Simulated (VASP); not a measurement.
# HfRe (P6/mmm) in VASP: settings compared

One crystal, HfRe, is run at these levels: r2SCAN, SCAN, r2SCAN+rVV10; tasks: relaxation of cell and atoms.

All numbers are computed with VASP 6.6.1; they aren't measurements. Logs are shortened: lines on timing, memory, paths and dates and some standing lists are left out, and cuts for length are marked.

### Step 1. Starting point

Symmetry: P6/mmm, No. 191, hexagonal system. Conventional cell: a = 2.825 Å, b = 2.825 Å, c = 5.643 Å, α = 90.00°, β = 90.00°, γ = 120.00°. Hf (site symmetry 6/mmm) has 2 Re at 2.82 Å and 6 Hf at 2.83 Å as nearest neighbours. Re (site symmetry 6/mmm) is surrounded by 2 Hf at 2.82 Å and 6 Re at 2.83 Å.

The cell was built by a generator and needn't be a form met in nature.

### Step 2. Relaxation of cell and atoms, r2SCAN

Input file INCAR:

```
ALGO = Normal ; EDIFF = 1E-6
EDIFFG = -0.01 ; ENCUT = 600
IBRION = 2 ; ISIF = 3
ISMEAR = 1 ; LASPH = T
LCHARG = F ; LMIXTAU = T
LREAL = F ; LWAVE = F
METAGGA = R2SCAN ; NELM = 80
NSW = 60 ; PREC = Accurate
SIGMA = 0.1
```

Input file KPOINTS:

```
k-points
0
Gamma
  11 11 5
```

Input file POSCAR:

```
HfRe
1.0
    2.8251975000      0.0000000000      0.0000000000
   -1.4125987500      2.4466928000      0.0000000000
    0.0000000000      0.0000000000      5.6430442500
Hf Re
1 1
Direct
    0.0000000000      0.0000000000      0.0000000000
    0.0000000000      0.0000000000      0.5000000000
```

Potentials or basis: VASP PAW PBE potentials, release 64 (Hf_pv, Re).

Started as:

```
$ cat potpaw_PBE.64/Hf_pv/POTCAR potpaw_PBE.64/Re/POTCAR > POTCAR
$ mpirun -np 1 vasp_std > vasp.out
```

OUTCAR:

```text
EDIFF = 1E-6
   EDIFFG = -0.01
   ENCUT = 600
   IBRION = 2
   ISIF = 3
   ISMEAR = 1
   LASPH = T
   LREAL = F
   METAGGA = R2SCAN
   NELM = 80
   NSW = 60
   PREC = Accurate

 ion  position               nearest neighbor table
   1  0.000  0.000  0.000-   2 2.82   2 2.82
   2  0.000  0.000  0.500-   1 2.82   1 2.82

  LATTYP: Found a hexagonal cell.
 ALAT       =     2.8251975000
 C/A-ratio  =     1.9973981465

  Lattice vectors:

 A1 = (   2.8251975000,   0.0000000000,   0.0000000000)
 A2 = (  -1.4125987500,   2.4466928000,   0.0000000000)
 A3 = (   0.0000000000,   0.0000000000,   5.6430442500)

Analysis of symmetry for initial positions (statically):
=====================================================================
 Subroutine PRICEL returns:
 Original cell was already a primitive cell.

 Routine SETGRP: Setting up the symmetry group for a
 hexagonal supercell.

 Subroutine GETGRP returns: Found 24 space group operations
 (whereof 24 operations were pure point group operations)
 out of a pool of 24 trial point group operations.

The static configuration has the point symmetry D_6h.

Analysis of symmetry for dynamics (positions and initial velocities):
=====================================================================
 Subroutine PRICEL returns:
 Original cell was already a primitive cell.

 Routine SETGRP: Setting up the symmetry group for a
 hexagonal supercell.

 Subroutine GETGRP returns: Found 24 space group operations
 (whereof 24 operations were pure point group operations)
 out of a pool of 24 trial point group operations.

The dynamic configuration has the point symmetry D_6h.

 Subroutine INISYM returns: Found 24 space group operations
 (whereof 24 operations are pure point group operations),
 and found     1 'primitive' translations

----------------------------------------------------------------------------------------

                                     Primitive cell

  volume of cell :      39.0069

  direct lattice vectors                    reciprocal lattice vectors
     2.825197500  0.000000000  0.000000000     0.353957555  0.204357490  0.000000000
    -1.412598750  2.446692800  0.000000000     0.000000000  0.408714980  0.000000000
     0.000000000  0.000000000  5.643044250     0.000000000  0.000000000  0.177209314

  length of vectors
     2.825197500  2.825197495  5.643044250     0.408714980  0.408714980  0.177209314

  position of ions in fractional coordinates (direct lattice)
     0.000000000  0.000000000  0.000000000
     0.000000000  0.000000000  0.500000000

  ion indices of the primitive-cell ions
   primitive index   ion index
[... 115 lines left out ...]

 number of electron      17.0000001 magnetization

 Free energy of the ion-electron system (eV)
  ---------------------------------------------------
  ext. energy  EPLUGINS =         0.00000000
  ---------------------------------------------------
  free energy    TOTEN  =       -95.91926926 eV

  energy without entropy =      -95.91714254  energy(sigma->0) =      -95.91856035

------------------------ aborting loop because EDIFF is reached ----------------------------------------

  FORCE on cell =-STRESS in cart. coord.  units (eV):
  Direction    XX          YY          ZZ          XY          YZ          ZX
  --------------------------------------------------------------------------------------
  -------------------------------------------------------------------------------------
  Total       -0.6670472     -0.6670472     -4.8843188      0.0000000      0.0000000      0.0000000
  in kB      -27.3984148    -27.3984147   -200.6193753      0.0000000      0.0000000      0.0000000
  external PRESSURE =     -85.1387349 kB  Pullay stress =       0.0000000 kB
[... 89 lines left out ...]
  FREE ENERGIE OF THE ION-ELECTRON SYSTEM (eV)
  ---------------------------------------------------
  free  energy   TOTEN  =       -96.0565790647 eV

  energy  without entropy=      -96.0564589171  energy(sigma->0) =      -96.05653902

[... ionic steps 4 to 7 ...]

--------------------------------------- Ionic step        8  -------------------------------------------

 number of electron      17.0000001 magnetization

------------------------ aborting loop because EDIFF is reached ----------------------------------------
[... 67 lines left out ...]
--------------------------------------- Ionic step       10  -------------------------------------------

 number of electron      17.0000001 magnetization

 Free energy of the ion-electron system (eV)
  ---------------------------------------------------
  ext. energy  EPLUGINS =         0.00000000
  ---------------------------------------------------
  free energy    TOTEN  =       -96.06090211 eV

  energy without entropy =      -96.06111617  energy(sigma->0) =      -96.06097346

 E-fermi :   5.9385     XC(G=0): -13.3160

 val. band max:        5.9210074831   @ k =   0.1818   0.0000   0.4000
 cond. band min:       5.9735809484   @ k =   0.4545   0.0000   0.0000
 fundamental gap:      0.0525734652
 Fermi energy:         5.9385346369

 k-point     1 :       0.0000    0.0000    0.0000
  band No.  band energies     occupation
      1     -25.6631      2.00000
      2     -24.7168      2.00000
      3     -24.7168      2.00000
      4      -2.8292      2.00000
      5       0.8311      2.00000
      6       2.1420      2.00000
      7       4.7889      2.00000
      8       4.7889      2.00000
      9       5.2008      2.00000
     10       7.1670     -0.00000
     11       7.1670     -0.00000
     12       7.9721      0.00000
[... 331 lines left out ...]
 k-point    24 :       0.1818    0.0909    0.2000
  band No.  band energies     occupation
      1     -25.5867      2.00000
      2     -25.5440      2.00000
      3     -24.9511      2.00000
      4      -0.4800      2.00000
      5       1.9497      2.00000
      6       2.8592      2.00000
      7       3.6353      2.00000
      8       4.1601      2.00000
      9       6.0944     -0.04997
     10       6.6615     -0.00000
     11       6.8163     -0.00000
     12       8.6006      0.00000

 [... further k-points ...]

------------------------ aborting loop because EDIFF is reached ----------------------------------------

  FORCE on cell =-STRESS in cart. coord.  units (eV):
  Direction    XX          YY          ZZ          XY          YZ          ZX
  --------------------------------------------------------------------------------------
  -------------------------------------------------------------------------------------
  Total        0.0087282      0.0087282     -0.0198773      0.0000000      0.0000000     -0.0000000
  in kB        0.3797776      0.3797776     -0.8648967      0.0000000      0.0000000     -0.0000000
  external PRESSURE =      -0.0351138 kB  Pullay stress =       0.0000000 kB
[... 17 lines left out ...]
  FREE ENERGIE OF THE ION-ELECTRON SYSTEM (eV)
  ---------------------------------------------------
  free  energy   TOTEN  =       -96.0609021053 eV

  energy  without entropy=      -96.0611161747  energy(sigma->0) =      -96.06097346

 reached required accuracy - stopping structural energy minimisation
```

OSZICAR:

```text
N       E                     dE             d eps       ncg     rms          rms(c)
DAV:   1    -0.345217643574E+02   -0.34522E+02   -0.96510E+03  1944   0.166E+03
DAV:   2    -0.970193409704E+02   -0.62498E+02   -0.57481E+02  1940   0.393E+02
DAV:   3    -0.997027006201E+02   -0.26834E+01   -0.24720E+01  1872   0.522E+01
[... 106 lines left out ...]
       N       E                     dE             d eps       ncg     rms          rms(c)
DAV:   1    -0.960609298882E+02   -0.37185E-04   -0.13659E-03  1724   0.134E+00    0.703E-02
DAV:   2    -0.960609065466E+02    0.23342E-04   -0.31630E-05  1888   0.825E-02    0.258E-02
DAV:   3    -0.960609029408E+02    0.36057E-05   -0.15693E-05  1948   0.961E-02    0.260E-02
DAV:   4    -0.960609021053E+02    0.83549E-06   -0.97029E-07   644   0.337E-02
  10 F= -.96060902E+02 E0= -.96060973E+02  d E =-.974136E-05
```

It took 12 min on 1 thread of Intel Xeon Platinum 8488C (Sapphire Rapids), shared host; peak memory 0.21 GiB.

What came out:

| Item | Value |
| --- | --- |
| Free energy | -96.0609 eV |
| Relaxed volume | 18.41 Å³/atom |
| Relaxed cell | a = 2.822 Å, b = 2.822 Å, c = 5.341 Å, α = 90.00°, β = 90.00°, γ = 120.00° |
| Space group after relaxing (to 0.05 Å) | P6/mmm (No. 191) |
| Energy gained by relaxing | 70.8 meV/atom |
| Ionic steps | 10 |
| Pressure after relaxing | 0.0 GPa |
| Band gap on the k mesh | none (metal or under the smearing width) |

Stress tensor (GPa, compression positive):
```
 0.04  0.00  0.00
 0.00  0.04  0.00
 0.00  0.00 -0.09
```

Step by step:
```csv
step,energy change (eV),largest force (eV/Å),pressure (GPa),volume (Å³)
1,0.0000,0.0000,-8.51,39.01
2,0.2044,0.0000,24.27,33.31
3,-0.1373,0.0000,1.00,36.65
4,-0.1377,0.0000,1.46,36.55
5,-0.1377,0.0000,1.68,36.50
6,-0.1351,0.0000,-1.82,37.21
7,-0.1416,0.0000,0.09,36.81
8,-0.1416,0.0000,0.10,36.80
9,-0.1416,0.0000,-0.06,36.84
10,-0.1416,0.0000,0.00,36.82
```

Final structure:
```cif
data_structure
_symmetry_space_group_name_H-M 'P 1'
_symmetry_Int_Tables_number 1
_cell_length_a 2.8215
_cell_length_b 2.8215
_cell_length_c 5.3408
_cell_angle_alpha 90.000
_cell_angle_beta 90.000
_cell_angle_gamma 120.000
_cell_volume 36.82
loop_
_atom_site_label
_atom_site_type_symbol
_atom_site_fract_x
_atom_site_fract_y
_atom_site_fract_z
_atom_site_occupancy
Hf1 Hf 0.00000 0.00000 0.00000 1
Re1 Re 0.00000 0.00000 0.50000 1
```

Levels at points of the mesh, in eV from the Fermi level:
```
           k point  band 6  band 7  band 8  band 9  band 10  band 11  band 12
(0.00, 0.00, 0.00)   -3.80   -1.15   -1.15   -0.74     1.23     1.23     2.03
```

Caveat: the PAW data sets were made with another functional, which shifts forces and pressure a little. Spin-orbit coupling is left out, which matters for the levels of Hf, Re.

(Part 1 of 2 ends here.)
